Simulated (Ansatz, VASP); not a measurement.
# TaN in two plane-wave programs, part 2 of 2

Aim: how closely do two programs agree when they are given the same cell, functional and k mesh? The cell is taken from a series of runs on this material, whose earlier steps may have relaxed, scaled, displaced or heated it; both programs get it as it stands.

VASP 6.6.1 and Ansatz 0.2.0.

So far: The starting structure; VASP: zone-centre phonons, PBEsol.

### Step 3. Ansatz: zone-centre phonons, PBEsol

Level of this step: Ansatz beside VASP: Kohn-Sham DFT, plane waves, PBEsol (Ansatz).

Ansatz runs on its PAW soft_1 files.

The same cell, functional, mesh and smearing now go to Ansatz, which takes its cutoff from its data sets.

input.yaml

```yaml
crystal:
  lattice:
    - [2.9238313694, 0.0, 0.0]
    - [-1.4619156847, 2.5321122423, 0.0]
    - [0.0, 0.0, 2.8706066532]
  atoms:
    - { symbol: "N", position: [0.6666666667, 0.3333333333, 0.0] }
    - { symbol: Ta, position: [0.0, 0.0, 0.5] }
kpoints:
  mp_grid: { grid: [18, 18, 16] }
hamiltonian:
  xc: pbesol
  pseudopotentials: { kind: paw, azcp: { folder: soft_1 }, xc_functional: pbe }
scf:
  occupations: { method: methfessel_paxton, width: 0.2 }
output:
  eigenvalues: true
phonons:
  method: dfpt
```

Started as:

```bash
$ ansatz run input.yaml --threads 4 --pin off --max-ram 10240MiB --backend cpu --events-out ev --progress --plain --runs-dir out
```

Numbers of over 12 decimals in the logs are rounded to 6 here.

Output:

```text
zone centre: on kpoints.mp_grid the ground state, and the responses unless they are solved on pairs of k-points, stand on 819 of the mesh's 5184 k-points, reduced under 4 symmetry operations, with k and −k counted as one. Each operation leaves every solved displacement unchanged or reverses it
Engine: ansatz 0.2.0, x86_64-unknown-linux-gnu
Pseudopotentials: kind: paw
Pseudopotential: N, paw, valence charge 5, recommended cutoff 420 eV (normal), soft_1/N.paw.azcp
Pseudopotential: Ta, paw, valence charge 13, recommended cutoff 420 eV (normal), soft_1/Ta.paw.azcp
Functional definition: PBEsol
  exchange = pbesol_x
  correlation = pbesol_c
Crystal: 2 atoms, lattice volume = 21.252 Å³
Basis set: ecut = 420 eV, 405 PW (Γ), exchange–correlation on 40×40×40 points (8 copies of the dense FFT grid, shifted against one another)
Bands: 13, of which v1, the nominal top of the filled ones, is band 9 counted from 1 (8 counted from 0)
Symmetry: 12 space group operations
k-points: 819 of 5184 (irreducible under 4 space group operations, time reversal used)
Non-local potential: N, projectors of the file, l = 0: 2, l = 1: 2, l = 2: 1
Non-local potential: Ta, projectors of the file, l = 0: 3, l = 1: 2, l = 2: 2, l = 3: 1
PAW form: soft (Blöchl's): semilocal exchange-correlation on the pseudo side does not see the compensation charge
PAW frozen core: N, regenerated for the run's functional, and the local potential with it (the file was generated under x = pbe(κ = 0.804, μ = 0.219515), c = pbe(β = 0.066725))
PAW frozen core: Ta, regenerated for the run's functional, and the local potential with it (the file was generated under x = pbe(κ = 0.804, μ = 0.219515), c = pbe(β = 0.066725))
PAW one-centre angular grid: N, 110 points (default); XC on 64 Gauss nodes
PAW one-centre angular grid: Ta, 590 points (default); XC on 64 Gauss nodes
Initial density: superposition of atomic densities (chi_scale 0.1, normalization cell, long waves kept (reshape's long-wave potential 0.00 eV rms))
Initial wavefunctions: pseudopotential atomic-orbital guess
Functional: x = pbesol(κ = 0.804, μ = 0.123457), c = pbesol(β = 0.046)
SCF iter   1: F=—  HF=-10188.581632 eV  |F-HF|=—  |Δ(HF+E_count)|=         —  Δρ=4.87e-2  dr2=2.79e-1  ethr=3.10e-3  ⟨swp⟩=5.0  Hψ=52994  notcnv=0
preconditioner: auto → none  [metal: Δε(μ)=0.072 eV  Ē_g=11.282 eV  σ=0.200 eV  W_gap=0.30  n_scr=8 (ndim 8)  ℏωp=25.5 eV  f_vac=0.000  D(μ)=0.06/eV (n_scr^D=0)  sad-step TF]
SCF iter   2: F=—  HF=-10188.573577 eV  |F-HF|=—  |Δ(HF+E_count)|=   8.06e-3  S|Δr|=    0.00e0  Δρ=3.05e-2  dr2=1.21e-1  ethr=1.55e-3  ⟨swp⟩=1.0  Hψ=17199  notcnv=0
SCF iter   3: F=—  HF=-10188.559797 eV  |F-HF|=—  |Δ(HF+E_count)|=   1.38e-2  S|Δr|=    0.00e0  Δρ=1.64e-3  dr2=2.44e-4  ethr=6.71e-4  ⟨swp⟩=2.6  Hψ=14700  notcnv=0
SCF iter   4: F=—  HF=-10188.559903 eV  |F-HF|=—  |Δ(HF+E_count)|=   1.06e-4  S|Δr|=    0.00e0  Δρ=3.93e-4  dr2=2.77e-5  ethr=1.36e-6  ⟨swp⟩=2.4  Hψ=17549  notcnv=0
SCF iter   5: F=—  HF=-10188.559898 eV  |F-HF|=—  |Δ(HF+E_count)|=   4.66e-6  S|Δr|=    0.00e0  Δρ=3.94e-5  dr2=1.74e-7  ethr=1.54e-7  ⟨swp⟩=2.0  Hψ=13993  notcnv=0
SCF iter   6: F=—  HF=-10188.559898 eV  |F-HF|=—  |Δ(HF+E_count)|=   2.62e-7  S|Δr|=    0.00e0  Δρ=8.43e-6  dr2=4.95e-9  ethr=9.67e-10  ⟨swp⟩=2.0  Hψ=17232  notcnv=0
SCF iter   7: F=—  HF=-10188.559898 eV  |F-HF|=—  |Δ(HF+E_count)|=  1.78e-10  S|Δr|=    0.00e0  Δρ=1.34e-6  dr2=8.31e-11  ethr=2.75e-11  ⟨swp⟩=3.0  Hψ=17990  notcnv=0
SCF iter   8: F=-10188.559898 eV  HF=-10188.559898 eV  |F-HF|=1.82e-12  |Δ(HF+E_count)|=  4.18e-11  S|Δr|=    0.00e0  Δρ=6.60e-8  dr2=2.77e-13  ethr=1.00e-12  ⟨swp⟩=5.9  Hψ=44523  notcnv=0
the search or the solves at the SCF's close seem to have found levels that the self-consistency loop had missed (the run counts 2). By its estimate they hold under 1e-12 electrons; where the run keeps them, the occupations were computed again with them
SCF 1 converged in 8 iterations: F = -10188.559898 eV  dr2 = 2.77e-13
  greatest PAW one-centre occupation: 0.999 electrons in one spin orbital (limit 2), on the Ta atom at site 1 (counted from 0), in its partial waves of l = 0
DFPT response loops at Γ: preconditioner auto → Kerker (q_TF=auto, 2.654 Å⁻¹) (partly filled bands, converged f_vac=0.000); β = 1.00, the filter's whole step (`scf.mixing.beta` (0.50) is not read by the response loops under this deck's `scf.mixing.preconditioner`; to damp them name `kerker` or `kerker_dos`, under which they read `scf.mixing.beta`, and type it under 1.00, their step now; both keys bind the ground state too); Broyden in place of MSR1
SCF converged after 8 iterations
Stability not checked: this state was not tested for a lower state beside it, because cold or Methfessel-Paxton smearing, or corrected tetrahedra, fill the levels in a way that the test cannot read (fill_not_monotonic; see scf.lower_state_search)
Free energy (F): -10188.559898 eV
Harris-Foulkes:  -10188.559898 eV  (|F-HF|=1.82e-12)
Internal energy: -10188.560319 eV  (E = F + TS)
E sigma→0 (E₀):  -10188.560003 eV
Entropy (-TS):   0.000421 eV (0.210 meV/atom)
Fermi energy:    20.235641 eV
--- Per-component energies (eV) ---
  E_band       = -51.034385
  E_kinetic    = 523.839017
  E_local      = -581.181135  (includes V_loc(G=0)·N_el)
  E_nonlocal   = 26.418777
  E_hartree    = 207.798775
  E_xc         = -379.203271
  E_vxc        = -310.433181  (∫ρ·V_xc dr)
  E_paw        = -8304.611544  (= ΣΔE_a)
  E_vpaw       = -125.276325  (= ΣTr[D̂ρ^β])
  E_aug_tail   = 0.000909  (compensation charges beyond the density's cutoff)
  E_ewald      = -1681.863659
  E_core_change = 0.241812  (= ΣΔE_core)
  E_smearing   = 0.000421  (= −TS)
  E_closure    = 0.000000  (closes the sum)
  Σ components = -10188.559898   (vs F -10188.559898, Δ=0.00e0)
--- Band table (eV; the first three rows and the last of 819) ---
  k-point 0: bands = [... 5 lower, 15.6520, 15.6520, 15.9924, 17.3328, 22.5710, 23.9287, 23.9287, 24.3517]
  k-point 1: bands = [... 5 lower, 15.6761, 15.6849, 15.6849, 17.5964, 22.7151, 23.3018, 23.3018, 24.8322]
  k-point 2: bands = [... 5 lower, 14.9805, 15.7792, 15.7792, 18.1839, 22.4795, 22.4795, 23.1052, 25.2091]
  k-point 818: bands = [... 5 lower, 12.5842, 13.3619, 16.0991, 19.2324, 24.4460, 25.4107, 26.4499, 27.5337]
--- Phonons (Γ-DFPT): 4 representative perturbations + reference, on 819 of 5184 k-points (Σ response iterations 12) ---
  k mesh reduced under 4 symmetry operations, with k and −k counted as one. Each operation leaves every solved displacement unchanged or reverses it
  ASR residual: 1.470e-5 → 0.000e0 eV/Å²; symmetrization residual: 1.485e-6 eV/Å²
  ASR residual per site (eV/Å²): 1.17e-5 1.47e-5
  Γ frequencies (cm⁻¹): 0.00 0.00 0.00 532.16 532.16 554.26
  non-analytic LO–TO correction: not included (Born effective charges unavailable; polar crystals: no LO–TO splitting at Γ)
```

In the SCF lines HF is the Harris–Foulkes energy and dr2 the Hartree energy of the density residual, in eV; the loop may stop once dr2 is under the threshold and the program's other checks hold. Hψ counts applications of the Hamiltonian.

### Step 4. Comparison

Known differences besides the potentials themselves: the data sets hold 18 valence electrons in Ansatz (on its PAW soft_1 files) and 16 in VASP; the cutoff is 420 eV in Ansatz and 600 eV in VASP; Ansatz makes its cores anew for this functional, VASP keeps those of its PBE data sets. Total energies have different zeros and are not compared.

Compared:

| quantity | Ansatz | VASP | difference |
| --- | --- | --- | --- |
| optical mode 1 to 2 (cm⁻¹) | 532.2 | 535.3 | -0.59 % |
| optical mode 3 (cm⁻¹) | 554.3 | 557.0 | -0.50 % |

Modes are paired by rising frequency, not by their patterns, so a pair may set unlike modes beside each other; they are those without the splitting of longitudinal modes.

### Step 5. Outcome

```yaml
r_m_s_difference_of_the_optical_zone_centre_modes_each_program_s_sorted_by_frequency_zone_centre_phonons_pbesol: 3.1 cm⁻¹
difference_in_optical_mode_1_to_2_zone_centre_phonons_pbesol: -0.6 %
```

The r.m.s. difference of the optical zone-centre modes, each program's sorted by frequency is 3.1 cm⁻¹ (zone-centre phonons, PBEsol). The data sets hold unlike numbers of valence electrons (18 in Ansatz and 16 in VASP), so part of the differences comes from the potentials. Among the rows given in per cent, the largest difference of the zone-centre phonons, PBEsol pair is in optical mode 1 to 2, -0.6 %. How closely two codes agree says nothing of how well the functional describes the real material.

[Lines on the potential files, build, host, timing and source positions are cut from VASP's logs without a mark.]

[Logs are printed without paths, hosts, clocks, repeated set-up lines and the standing remarks that a program may print on its own settings, such as how far it seeks lower states.]

[Hosts, paths, dates, database ids (printed as entryN), source tags and the programs' standing remarks are cut or masked in the printed files.]
